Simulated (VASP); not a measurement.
An input for Ansatz (written as the equivalent of a VASP run, and not itself run):

Ansatz 0.2 input:
```yaml
crystal:
  lattice:
    - [3.2070315, 0.0000000, 0.0000000]
    - [0.0000000, 3.2070315, 0.0000000]
    - [0.0000000, 0.0000000, 3.2070315]
  atoms:
    - { symbol: Pb, position: [0.0000000, 0.0000000, 0.0000000] }
kpoints:
  mp_grid: { grid: [10, 10, 10] }
hamiltonian:
  xc: r2scan
  pseudopotentials: { kind: paw }
scf:
  occupations: { method: methfessel_paxton, width: 0.1 }
  max_iter: 100
relax:
  max_steps: 60
  f_tol: 0.01
  cell: {}
output: { forces: true, stress: true, eigenvalues: true }
```

**Question.** Translate this input to VASP (INCAR, KPOINTS, POSCAR, choice of POTCAR).

**Answer.** Several could match; the one computed here: 
File POSCAR:
```
Pb
1.0
  3.2070315173   0.0000000000   0.0000000000
  0.0000000000   3.2070315173   0.0000000000
  0.0000000000   0.0000000000   3.2070315173
Pb
1
Direct
  0.0000000000   0.0000000000   0.0000000000
```

### INCAR
```
# general
SYSTEM  = Pb
PREC    = Accurate
ENCUT   = 400   # plane-wave cut-off (eV)
LREAL   = .FALSE.   # projection in real space or not
LASPH   = .TRUE.   # aspherical one-centre terms

# electronic loop
EDIFF   = 1E-6
NELM    = 100   # most electronic steps
ALGO    = Normal   # blocked Davidson
LMAXMIX = 4
LMIXTAU = .TRUE.

# smearing
ISMEAR  = 1   # Methfessel-Paxton
SIGMA   = 0.1

# functional
METAGGA = R2SCAN

# ions
IBRION  = 2   # conjugate gradients
NSW     = 60
ISIF    = 3
EDIFFG  = -0.01

# output
LWAVE   = .FALSE.
LCHARG  = .FALSE.
```

**KPOINTS**
```
Automatic mesh
0
G
  10 10 10
0 0 0
```

POTCAR, in this order: Pb_d (PBE.64 set). Program: vasp_std.

What does not carry over: each code has its own PAW files, so the cut-off isn't converted (ENCUT is set for VASP's; basis.ecutwfc is left out, and Ansatz then takes the one that its files recommend); Ansatz stops its SCF on the density residual and VASP on the energy change (EDIFF).

The structure was generated: Pb was put into the simple-cubic type (Pm-3m), which need not be its known phase. This run relaxes it. Symmetry was kept, so distortions that lower it aren't found. The start is the result of an earlier pass.
